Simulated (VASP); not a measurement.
Output of a VASP run:

### OSZICAR
```
       N       E                     dE             d eps       ncg     rms          rms(c)
DAV:   1     0.105464591507E+03    0.10546E+03   -0.85942E+03  2494   0.117E+03
DAV:   2    -0.203526977758E+01   -0.10750E+03   -0.10302E+03  2805   0.284E+02
DAV:   3    -0.651326475217E+01   -0.44780E+01   -0.44675E+01  2950   0.604E+01
DAV:   4    -0.653546521497E+01   -0.22200E-01   -0.22199E-01  2735   0.426E+00
DAV:   5    -0.653559715997E+01   -0.13195E-03   -0.13194E-03  2920   0.299E-01    0.633E+00
DAV:   6    -0.617677804641E+01    0.35882E+00   -0.71996E-01  3437   0.121E+01    0.498E+00
DAV:   7    -0.615363468742E+01    0.23143E-01   -0.15009E-01  2685   0.309E+00    0.224E+00
DAV:   8    -0.615234247433E+01    0.12922E-02   -0.15549E-02  2690   0.188E+00    0.224E-01
DAV:   9    -0.615219817314E+01    0.14430E-03   -0.21224E-03  2950   0.722E-01    0.508E-02
DAV:  10    -0.615221081646E+01   -0.12643E-04   -0.21647E-04  2610   0.227E-01    0.387E-02
DAV:  11    -0.615223510034E+01   -0.24284E-04   -0.48658E-05  2575   0.635E-02    0.159E-02
DAV:  12    -0.615223415859E+01    0.94175E-06   -0.56654E-06  2870   0.371E-02    0.508E-03
DAV:  13    -0.615223446748E+01   -0.30890E-06   -0.10876E-06  2540   0.801E-03    0.311E-03
DAV:  14    -0.615223443545E+01    0.32032E-07   -0.95688E-08  1845   0.303E-03
   1 F= -.61522344E+01 E0= -.61522344E+01  d E =-.745572E-12
```

**OUTCAR**
```
------------------------ aborting loop because EDIFF is reached ----------------------------------------
  FORCE on cell =-STRESS in cart. coord.  units (eV):
  Direction    XX          YY          ZZ          XY          YZ          ZX
  --------------------------------------------------------------------------------------
  Total        0.2326685      0.1460518      0.2326685     -0.0000000      0.0000000      0.6468391
  in kB        6.6363923      4.1658287      6.6363923     -0.0000000      0.0000000     18.4497579
  external PRESSURE =       5.8128711 kB  Pullay stress =       0.0000000 kB
  volume of cell :       56.17
      direct lattice vectors                 reciprocal lattice vectors
     0.000000000  3.039686078  3.039686078    -0.164490670  0.164490670  0.164490670
     3.039686078  0.000000000  3.039686078     0.164490670 -0.164490670  0.164490670
     3.039686078  3.039686078  0.000000000     0.164490670  0.164490670 -0.164490670
 POSITION                                       TOTAL-FORCE (eV/Angst)
 -----------------------------------------------------------------------------------
      3.03969      0.10000      3.03969        -0.000000     -0.488767     -0.000000
      1.51984      1.51984      1.51984         0.000000      0.488767      0.000000
 -----------------------------------------------------------------------------------
    total drift:                               -0.000000     -0.000032     -0.000000
  FREE ENERGIE OF THE ION-ELECTRON SYSTEM (eV)
  ---------------------------------------------------
  free  energy   TOTEN  =        -6.1522344355 eV

  energy  without entropy=       -6.1522344355  energy(sigma->0) =       -6.15223444
```
(Selected blocks of OUTCAR.)

File POSCAR:
```
CdSe
1
   -0.0000000000     3.0396860779     3.0396860779
    3.0396860779     0.0000000000     3.0396860779
    3.0396860779     3.0396860779    -0.0000000000
Cd Se
1 1
Direct
  0.0164490670  -0.0164490670   0.0164490670
  0.2500000000   0.2500000000   0.2500000000
```

Q: Write an INCAR and KPOINTS that could have produced this output.

A: This is not unique; one that fits is the input of the run itself, PBEsol GGA, plane waves, VASP's PBE PAW potentials (set 64).

KPOINTS:
```
Automatic mesh
0
Gamma
8 8 8
0 0 0
```

**INCAR**
```
! general
SYSTEM =CdSe
PREC   =Accurate
ENCUT  =480
LREAL  =.FALSE.
LASPH  =.TRUE.

! electronic loop
EDIFF  =1E-7
NELM   =100
ALGO   =Normal
LMAXMIX=4

! smearing
ISMEAR =0
SIGMA  =0.05

! functional
GGA    =PS

! ions
ISIF   =2

! output
LWAVE  =.FALSE.
LCHARG =.FALSE.
```

POTCAR, in this order: Cd Se (PBE.64 set). Program: vasp_std.

The compound is CdSe in the zinc blende structure, whereas wurtzite is the usual form. This cell was strained or had an atom moved on purpose.
